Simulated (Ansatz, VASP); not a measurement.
## Cross-check of PtC between VASP and Ansatz

Aim: how closely do two programs agree when they are given the same cell, functional and k mesh? The cell is generated by rule, not measured, and may not be a known phase. The cell is taken from a series of runs on this material, whose earlier steps may have relaxed, scaled, displaced or heated it; both programs get it as it stands.

Method: plane waves, with VASP 6.6.1 beside it; single point at PBEsol, in Ansatz 0.2.0.

The structure was built from a prototype and need not be the compound's stable phase.

### Step 1. The structure

Symmetry: I4mm, No. 107, tetragonal system. Conventional cell: a = 3.123 Å, b = 3.123 Å, c = 4.417 Å, α = 90.00°, β = 90.00°, γ = 90.00°. Pt has 6 C at 2.17 to 2.25 Å nearest. Nearest to C lie 6 Pt at 2.17 to 2.25 Å. Farther neighbours are not listed.

### Step 2. Ansatz: single point, PBEsol, pair 1

Ansatz runs on its default PAW (the set named soft_2) files.

A single point gives forces, pressure and levels at one fixed geometry, so differences don't come from the geometry; what else differs is listed under the comparison.

Input file input.yaml:

```yaml
crystal:
  lattice:
    - [0.0, 2.2083183167, 2.2083183167]
    - [2.2083183167, 0.0, 2.2083183167]
    - [2.2083183167, 2.2083183167, 0.0]
  atoms:
    - { symbol: Pt, position: [-0.0005576039, 0.0005576039, -0.0005576039] }
    - { symbol: C, position: [0.5090566654, 0.4909433346, 0.5090566654] }
kpoints:
  mp_grid: { grid: [16, 16, 16] }
hamiltonian:
  xc: pbesol
scf:
  occupations: { method: methfessel_paxton, width: 0.2 }
output:
  forces: true
  stress: true
  eigenvalues: true
```

The run is started by

```sh
ansatz run input.yaml --threads 4 --pin off --max-ram 7168MiB --backend cpu --events-out ev --progress --plain --runs-dir out
```

Numbers of over 12 decimals in the logs are rounded to 6 here.

Output:

```text
Engine: ansatz 0.2.0, aarch64-unknown-linux-gnu
Pseudopotentials: kind: paw
Pseudopotential: Pt, paw, valence charge 18, recommended cutoff 420 eV (normal), Pt.paw.azcp
Pseudopotential: C, paw, valence charge 4, recommended cutoff 420 eV (normal), C.paw.azcp
Functional definition: PBEsol
  exchange = pbesol_x
  correlation = pbesol_c
Crystal: 2 atoms, lattice volume = 21.538 Å³
Basis set: ecut = 420 eV, 411 PW (Γ), exchange–correlation on 48×48×48 points (8 copies of the dense FFT grid, shifted against one another)
Bands: 15, of which v1, the nominal top of the filled ones, is band 11 counted from 1 (10 counted from 0)
Symmetry: 8 space group operations
Space group: I4mm (ITA 107), of the structure as read, at distance tolerance 2.8e-5 Å
k-points: 349 of 4096 (time reversal used)
Non-local potential: Pt, projectors of the file, l = 0: 3, l = 1: 2, l = 2: 2, l = 3: 1
Non-local potential: C, projectors of the file, l = 0: 2, l = 1: 2, l = 2: 1
PAW form: soft (Blöchl's): semilocal exchange-correlation on the pseudo side does not see the compensation charge
PAW frozen core: Pt, regenerated for the run's functional, and the local potential with it (the file was generated under x = pbe(κ = 0.804, μ = 0.219515), c = pbe(β = 0.066725))
PAW frozen core: C, regenerated for the run's functional, and the local potential with it (the file was generated under x = pbe(κ = 0.804, μ = 0.219515), c = pbe(β = 0.066725))
PAW one-centre angular grid: Pt, 590 points (default); XC on 64 Gauss nodes
PAW one-centre angular grid: C, 110 points (default); XC on 64 Gauss nodes
Initial density: superposition of atomic densities (neutral atoms: chi_scale 0, normalization atom), corrected by the library's trained network
Initial wavefunctions: pseudopotential atomic-orbital guess
Functional: x = pbesol(κ = 0.804, μ = 0.123457), c = pbesol(β = 0.046)
SCF iter   1: F=—  HF=-12627.712357 eV  |F-HF|=—  |Δ(HF+E_count)|=         —  Δρ=6.35e-3  dr2=5.55e-3  ethr=1.77e-3  ⟨swp⟩=4.1  Hψ=23339  notcnv=0
preconditioner: auto → none  [metal: Δε(μ)=0.013 eV  Ē_g=11.428 eV  σ=0.200 eV  W_gap=0.05  n_scr=8 (ndim 8)  ℏωp=29.9 eV  f_vac=0.000  D(μ)=0.82/eV (n_scr^D=8)  sad-step TF]
SCF iter   2: F=—  HF=-12627.712148 eV  |F-HF|=—  |Δ(HF+E_count)|=   2.09e-4  S|Δr|=    0.00e0  Δρ=3.63e-3  dr2=2.00e-3  ethr=2.52e-5  ⟨swp⟩=2.3  Hψ=9948  notcnv=0
SCF iter   3: F=—  HF=-12627.711516 eV  |F-HF|=—  |Δ(HF+E_count)|=   6.32e-4  S|Δr|=    0.00e0  Δρ=3.81e-4  dr2=2.23e-5  ethr=9.09e-6  ⟨swp⟩=2.0  Hψ=7489  notcnv=0
SCF iter   4: F=—  HF=-12627.711507 eV  |F-HF|=—  |Δ(HF+E_count)|=   9.45e-6  S|Δr|=    0.00e0  Δρ=7.82e-5  dr2=8.34e-7  ethr=1.01e-7  ⟨swp⟩=2.2  Hψ=7930  notcnv=0
SCF iter   5: F=-12627.711507 eV  HF=-12627.711507 eV  |F-HF|=6.48e-8  |Δ(HF+E_count)|=   4.03e-8  S|Δr|=    0.00e0  Δρ=1.97e-5  dr2=8.18e-8  ethr=4.55e-10  ⟨swp⟩=5.7  Hψ=23756  notcnv=0
SCF 1 converged in 5 iterations: F = -12627.711507 eV  dr2 = 8.18e-8
  greatest PAW one-centre occupation: 1.000 electrons in one spin orbital (limit 2), on the Pt atom at site 0 (counted from 0), in its partial waves of l = 0
SCF converged after 5 iterations
Stability not checked: this state was not tested for a lower state beside it, because cold or Methfessel-Paxton smearing, or corrected tetrahedra, fill the levels in a way that the test cannot read (fill_not_monotonic; see scf.lower_state_search)
Free energy (F): -12627.711507 eV
Harris-Foulkes:  -12627.711507 eV  (|F-HF|=6.48e-8)
Internal energy: -12627.713175 eV  (E = F + TS)
E sigma→0 (E₀):  -12627.711924 eV
Entropy (-TS):   0.001669 eV (0.834 meV/atom)
Fermi energy:    20.206812 eV
--- Per-component energies (eV) ---
  E_band       = -149.575790
  E_kinetic    = 723.734381
  E_local      = -1687.494409  (includes V_loc(G=0)·N_el)
  E_nonlocal   = 229.741288
  E_hartree    = 621.246502
  E_xc         = -307.358245
  E_vxc        = -360.883401  (∫ρ·V_xc dr)
  E_paw        = -9411.086460  (= ΣΔE_a)
  E_vpaw       = -297.162145  (= ΣTr[D̂ρ^β])
  E_aug_tail   = 0.000245  (compensation charges beyond the density's cutoff)
  E_ewald      = -2796.804559
  E_core_change = 0.308082  (= ΣΔE_core)
  E_smearing   = 0.001669  (= −TS)
  E_closure    = 0.000000  (closes the sum)
  Σ components = -12627.711507   (vs F -12627.711507, Δ=0.00e0)
--- Forces (eV/Å), atoms counted from 1 ---
  atom   1  Pt     0.00000000    -0.52791198     0.00000000
  atom   2  C      0.00000000     0.52771183     0.00000000
  max |Σ_I F_I| component: 2.00e-4 eV/Å
--- Stress (GPa, compression-positive) ---
       -0.178749       0.000000       0.000000
        0.000000       0.860438       0.000000
        0.000000       0.000000      -0.178749
  P = ⅓ Tr σ = 0.1676 GPa (1.676 kbar)
--- Band table (eV; the first three rows and the last of 349) ---
  k-point 0: bands = [... 7 lower, 15.7879, 16.4582, 16.5038, 19.9824, 19.9824, 20.0148, 26.5178, 32.2264]
  k-point 1: bands = [... 7 lower, 15.7939, 16.2819, 16.3181, 19.8507, 20.3093, 20.3476, 26.7423, 32.3354]
  k-point 2: bands = [... 7 lower, 15.5431, 16.1997, 16.2122, 19.5820, 21.0967, 21.1257, 27.3124, 32.5350]
  k-point 348: bands = [... 7 lower, 17.5007, 18.1080, 18.1080, 18.5254, 18.5254, 21.4351, 24.9996, 32.8102]
```

The run ends at a pressure of 0.17 GPa, with forces up to 0.53 eV/Å.

### Step 3. VASP: single point, PBEsol, pair 1

The same cell, functional, mesh and smearing now go to VASP, with its own data sets.

Lines of VASP's logs that name or quote its potential files are left out, and so is its time.

Input file INCAR:

```
SYSTEM = PtC
PREC = Accurate
ENCUT = 600
EDIFF = 1E-06
NELM = 120
ISMEAR = 1
SIGMA = 0.2
LREAL = .FALSE.
ALGO = Normal
GGA = PS
NBANDS = 13
LASPH = .TRUE.
LORBIT = 11
LWAVE = .FALSE.
LCHARG = .FALSE.
ISIF = 2
GGA_COMPAT = .FALSE.
```

Input file POSCAR:

```
PtC
1.0
    0.0000000000      2.2083183167      2.2083183167
    2.2083183167      0.0000000000      2.2083183167
    2.2083183167      2.2083183167      0.0000000000
Pt C
1 1
Direct
    0.9994423961      0.0005576039      0.9994423961
    0.5090566654      0.4909433346      0.5090566654
```

Input file KPOINTS:

```
Automatic mesh
0
Gamma
16 16 16
0 0 0
```

PAW data sets: Pt and C (PBE family, release 64).

The run is started by

```sh
mpirun -np 1 vasp_std
```

Output:

```text
[banner, memory and clock lines left out]
running    1 mpi-ranks, on    1 nodes
 distrk:  each k-point on    1 cores,    1 groups
 distr:  one band on    1 cores,    1 groups

 POSCAR found type information on POSCAR PtC
 POSCAR found :  2 types and       2 ions
|                                                                             |
|               ----> ADVICE to this user running VASP <----                  |
|                                                                             |
|     You enforced a specific xc type in the INCAR file but a different       |
|     [... a line on the potential file left out ...]
|     I HOPE YOU KNOW WHAT YOU ARE DOING!                                     |
|                                                                             |

 LDA part: xc-table for (Slater+PW92), standard interpolation
 POSCAR, INCAR and KPOINTS ok, starting setup
 FFT: planning ... GRIDC
 FFT: planning ... GRID_SOFT
 FFT: planning ... GRID
 WAVECAR not read
 entering main loop
       N       E                     dE             d eps       ncg     rms          rms(c)
DAV:   1     0.609595662552E+02    0.60960E+02   -0.78065E+03  9138   0.114E+03
DAV:   2    -0.136244820953E+02   -0.74584E+02   -0.69177E+02 11233   0.223E+02
DAV:   3    -0.155354769999E+02   -0.19110E+01   -0.18920E+01 10229   0.350E+01
DAV:   4    -0.155438629860E+02   -0.83860E-02   -0.83849E-02 10004   0.272E+00
DAV:   5    -0.155439247346E+02   -0.61749E-04   -0.61749E-04 10304   0.235E-01    0.222E+01
DAV:   6    -0.140912665610E+02    0.14527E+01   -0.11200E+01  9842   0.263E+01    0.112E+01
DAV:   7    -0.138367230620E+02    0.25454E+00   -0.11568E+00  9509   0.962E+00    0.708E+00
DAV:   8    -0.138190279035E+02    0.17695E-01   -0.50727E-02  9364   0.193E+00    0.768E-01
DAV:   9    -0.138169559986E+02    0.20719E-02   -0.43546E-03  9643   0.522E-01    0.211E-01
DAV:  10    -0.138167840552E+02    0.17194E-03   -0.11532E-03  9469   0.261E-01    0.304E-02
DAV:  11    -0.138167844714E+02   -0.41626E-06   -0.22419E-05 10099   0.414E-02    0.143E-02
DAV:  12    -0.138167835528E+02    0.91862E-06   -0.12544E-06  7813   0.889E-03
   1 F= -.13816784E+02 E0= -.13817334E+02  d E =0.164997E-02
```

From OUTCAR (step 3):

```text
ion  position               nearest neighbor table
   1  0.999  0.001  0.999-   2 2.17   2 2.21   2 2.21   2 2.21   2 2.21   2 2.25
   2  0.509  0.491  0.509-   1 2.17   1 2.21   1 2.21   1 2.21   1 2.21   1 2.25

  LATTYP: Found a face centered cubic cell.
 ALAT       =     4.4166366334

 Subroutine GETGRP returns: Found  8 space group operations
 (whereof  8 operations were pure point group operations)

The static configuration has the point symmetry C_4v.

 Found    349 irreducible k-points:

   k-points           NKPTS =    349   k-points in BZ     NKDIM =    349   number of bands    NBANDS=     13

   dimension x,y,z NGX =    28 NGY =   28 NGZ =   28
   dimension x,y,z NGXF=    56 NGYF=   56 NGZF=   56

   ENCUT  =  600.0 eV  44.10 Ry    6.64 a.u.   6.24  6.24  6.24*2*pi/ulx,y,z

   NELECT =      14.0000    total number of electrons

 k-points in reciprocal lattice and weights: Automatic mesh
   0.00000000  0.00000000  0.00000000       0.000
   0.06250000  0.00000000  0.00000000       0.002
   0.12500000  0.00000000  0.00000000       0.002
   0.18750000  0.00000000  0.00000000       0.002
   0.25000000  0.00000000  0.00000000       0.002
   0.31250000  0.00000000  0.00000000       0.002
   0.37500000  0.00000000  0.00000000       0.002
   0.43750000  0.00000000  0.00000000       0.002
   0.50000000  0.00000000  0.00000000       0.001
[...]
-0.25000000  0.50000000  0.25000000       0.000
   0.25000000 -0.25000000  0.50000000       0.001

 average (electrostatic) potential at core
       1 -63.8512       2 -45.2888

 E-fermi :  10.7815

 k-point     1 :       0.0000    0.0000    0.0000
  band No.  band energies     occupation
    ...
      5       7.0303      2.00000
      6       7.0762      2.00000
      7      10.5621      2.06493
      8      10.5621      2.06493
      9      10.5940      2.03461
     10      17.1199      0.00000
     11      22.8313      0.00000
     12      31.2023      0.00000
     13      31.2322      0.00000

 k-point     2 :       0.0625    0.0000    0.0000
  band No.  band energies     occupation
    ...
      3       6.3559      2.00000
      4       6.3774      2.00000
      5       6.8556      2.00000
      6       6.8920      2.00000
      7      10.4301      2.03230
      8      10.8879      0.22523
      9      10.9259      0.06506
     10      17.3439      0.00000
     11      22.9403      0.00000
     12      30.1437      0.00000
    ...

 k-point     3 :       0.1250    0.0000    0.0000
  band No.  band energies     occupation
    ...
      3       6.0951      2.00000
      4       6.1234      2.00000
      5       6.7790      2.00000
      6       6.7913      2.00000
      7      10.1614      2.00011
      8      11.6738     -0.00000
      9      11.7024     -0.00000
     10      17.9132      0.00000
     11      23.1388      0.00000
     12      28.5669      0.00000
    ...

  Total       -0.0091509      0.1332712     -0.0091509     -0.0000000      0.0000000      0.0000000
  in kB       -0.6807054      9.9136134     -0.6807054     -0.0000000      0.0000000      0.0000000
  external PRESSURE =       2.8507342 kB  Pullay stress =       0.0000000 kB

  energy-cutoff  :      600.00
  volume of cell :       21.54
      direct lattice vectors                 reciprocal lattice vectors
     0.000000000  2.208318317  2.208318317    -0.226416634  0.226416634  0.226416634
     2.208318317  0.000000000  2.208318317     0.226416634 -0.226416634  0.226416634
     2.208318317  2.208318317  0.000000000     0.226416634  0.226416634 -0.226416634

 POSITION                                       TOTAL-FORCE (eV/Angst)
 -----------------------------------------------------------------------------------
      2.20832      4.41417      2.20832         0.000000     -0.522492      0.000000
      2.20832      2.24832      2.20832         0.000000      0.522492      0.000000
 -----------------------------------------------------------------------------------
    total drift:                                0.000000      0.000078      0.000000

  FREE ENERGIE OF THE ION-ELECTRON SYSTEM (eV)
  ---------------------------------------------------
  free  energy   TOTEN  =       -13.8167835528 eV

  energy  without entropy=      -13.8184335272  energy(sigma->0) =      -13.81733354

 total charge
# of ion       s       p       d       tot
------------------------------------------
    1        0.677   0.672   8.094   9.443
    2        0.849   1.388   0.000   2.237
--------------------------------------------------
tot          1.526   2.061   8.094  11.680

[... 3 further parts left out ...]
```

The run ends at a pressure of 0.29 GPa, with forces up to 0.52 eV/Å.

### Step 4. Comparison

Known differences besides the potentials themselves: the data sets hold 22 valence electrons in Ansatz (on its default PAW (the set named soft_2) files) and 14 in VASP; the cutoff is 420 eV in Ansatz and 600 eV in VASP; Ansatz makes its cores anew for this functional, VASP keeps those of its PBE data sets. Total energies have different zeros and are not compared.

Both answers:

| quantity | Ansatz | VASP | difference |
| --- | --- | --- | --- |
| pressure (GPa) | 0.17 | 0.29 | -0.12 |

Forces (eV/Å; atoms numbered as in POSCAR):

| atom | Ansatz x, y, z | VASP x, y, z |
| --- | --- | --- |
| Pt1 | 0.000, -0.528, 0.000 | 0.000, -0.522, 0.000 |
| C2 | 0.000, 0.528, 0.000 | 0.000, 0.522, 0.000 |

The forces differ by 3.1 meV/Å r.m.s., which is 1.0 % of the r.m.s. force of 0.302 eV/Å (both taken over all components).

### Step 5. VASP: single point, PBEsol, pair 2

A single point gives forces, pressure and levels at one fixed geometry, so differences don't come from the geometry; what else differs is listed under the comparison.

INCAR is that of step 3.

Input file POSCAR:

```
PtC
1.0
    0.0000000000      2.2083183167      2.2083183167
    2.2083183167      0.0000000000      2.2083183167
    2.2083183167      2.2083183167      0.0000000000
Pt C
1 1
Direct
    0.9988847921      0.0011152079      0.9988847921
    0.5181133307      0.4818866693      0.5181133307
```

KPOINTS is that of step 3.

The run is started by

```sh
mpirun -np 1 vasp_std
```

Output:

```text
[banner, memory and clock lines left out]
running    1 mpi-ranks, on    1 nodes
[...]
[... a notice as in an earlier step ...]

 LDA part: xc-table for (Slater+PW92), standard interpolation
 POSCAR, INCAR and KPOINTS ok, starting setup
[...]
entering main loop
       N       E                     dE             d eps       ncg     rms          rms(c)
DAV:   1     0.609908751299E+02    0.60991E+02   -0.78075E+03  9138   0.114E+03
DAV:   2    -0.136719651311E+02   -0.74663E+02   -0.69233E+02 11175   0.223E+02
DAV:   3    -0.155848346828E+02   -0.19129E+01   -0.18946E+01 10269   0.351E+01
DAV:   4    -0.155932660524E+02   -0.84314E-02   -0.84306E-02 10014   0.273E+00
[...]
DAV:  10    -0.138478422824E+02    0.17767E-03   -0.12237E-03  9529   0.267E-01    0.312E-02
DAV:  11    -0.138478415238E+02    0.75865E-06   -0.25997E-05  9994   0.437E-02    0.147E-02
DAV:  12    -0.138478412398E+02    0.28397E-06   -0.88886E-07  6451   0.802E-03
   1 F= -.13847841E+02 E0= -.13848577E+02  d E =0.220638E-02
```

Parts of OUTCAR (step 5):

```text
  Total       -0.0700625      0.4196789     -0.0700625     -0.0000000      0.0000000      0.0000000
  in kB       -5.2117225     31.2185510     -5.2117225     -0.0000000      0.0000000      0.0000000
  external PRESSURE =       6.9317020 kB  Pullay stress =       0.0000000 kB

 POSITION                                       TOTAL-FORCE (eV/Angst)
 -----------------------------------------------------------------------------------
      2.20832      4.41171      2.20832         0.000000     -0.872926      0.000000
      2.20832      2.28832      2.20832         0.000000      0.872926      0.000000
 -----------------------------------------------------------------------------------
    total drift:                                0.000000      0.000170      0.000000

  FREE ENERGIE OF THE ION-ELECTRON SYSTEM (eV)
  ---------------------------------------------------
  free  energy   TOTEN  =       -13.8478412398 eV

  energy  without entropy=      -13.8500476192  energy(sigma->0) =      -13.84857670

[... 2 parts as in an earlier step ...]

[... 1 further part left out ...]
[key lines of the parts left out:]
E-fermi :  10.7852
```

The run ends at a pressure of 0.69 GPa, with forces up to 0.87 eV/Å.

### Step 6. Ansatz: single point, PBEsol, pair 2

The same cell, functional, mesh and smearing now go to Ansatz, which takes its cutoff from its data sets.

The cell is taken from a series of runs on this material, whose earlier steps may have relaxed, scaled, displaced or heated it; both programs get it as it stands.

input.yaml, the sections that differ from step 2:

```yaml
crystal:
  lattice:
    - [0.0, 2.2083183167, 2.2083183167]
    - [2.2083183167, 0.0, 2.2083183167]
    - [2.2083183167, 2.2083183167, 0.0]
  atoms:
    - { symbol: Pt, position: [-0.0011152079, 0.0011152079, -0.0011152079] }
    - { symbol: C, position: [0.5181133307, 0.4818866693, 0.5181133307] }
# kpoints, hamiltonian, scf, output: as in step 2
```

The run is started by

```sh
ansatz run input.yaml --threads 4 --pin off --max-ram 7168MiB --backend cpu --events-out ev --progress --plain --runs-dir out
```

Output:

```text
[...]
Crystal: 2 atoms, lattice volume = 21.538 Å³
Basis set: ecut = 420 eV, 411 PW (Γ), exchange–correlation on 48×48×48 points (8 copies of the dense FFT grid, shifted against one another)
Bands: 15, of which v1, the nominal top of the filled ones, is band 11 counted from 1 (10 counted from 0)
Symmetry: 8 space group operations
[...]
k-points: 349 of 4096 (time reversal used)
[...]
--- Band table (eV; the first three rows and the last of 349) ---
  k-point 0: bands = [... 7 lower, 15.7910, 16.3283, 16.5064, 20.0553, 20.0553, 20.1761, 26.5063, 32.2037]
  k-point 1: bands = [... 7 lower, 15.7954, 16.1918, 16.3333, 19.8930, 20.3741, 20.5114, 26.7314, 32.3133]
  k-point 2: bands = [... 7 lower, 15.5656, 16.1670, 16.2174, 19.6076, 21.1475, 21.2565, 27.3021, 32.5161]
  k-point 348: bands = [... 7 lower, 17.5052, 18.1140, 18.1140, 18.5111, 18.5111, 21.3706, 25.0190, 32.8921]
[key lines of the parts left out:]
SCF converged after 5 iterations
Free energy (F): -12627.742952 eV
Fermi energy:    20.209498 eV
P = ⅓ Tr σ = 0.5586 GPa (5.586 kbar)
```

The run ends at a pressure of 0.56 GPa, with forces up to 0.89 eV/Å.

### Step 7. Side by side

What differs besides the data sets and the points named for the pairs above, as far as they apply: the data sets hold 22 valence electrons in Ansatz (on its default PAW (the set named soft_2) files) and 14 in VASP. Total energies have different zeros and are not compared.

Compared:

| quantity | Ansatz | VASP | difference |
| --- | --- | --- | --- |
| pressure (GPa) | 0.56 | 0.69 | -0.13 |

Forces (eV/Å; atoms numbered as in POSCAR):

| atom | Ansatz x, y, z | VASP x, y, z |
| --- | --- | --- |
| Pt1 | 0.000, -0.887, 0.000 | 0.000, -0.873, 0.000 |
| C2 | 0.000, 0.886, 0.000 | 0.000, 0.873, 0.000 |

The forces differ by 7.8 meV/Å r.m.s., which is 1.5 % of the r.m.s. force of 0.504 eV/Å (both taken over all components).

[end of part 1 of 2]

[Lines on the potential files, build, host, timing and source positions are cut from VASP's logs without a mark.]

[Logs are printed without paths, hosts, clocks, repeated set-up lines and the standing remarks that a program may print on its own settings, such as how far it seeks lower states.]

[Hosts, paths, dates, database ids (printed as entryN), source tags and the programs' standing remarks are cut or masked in the printed files.]
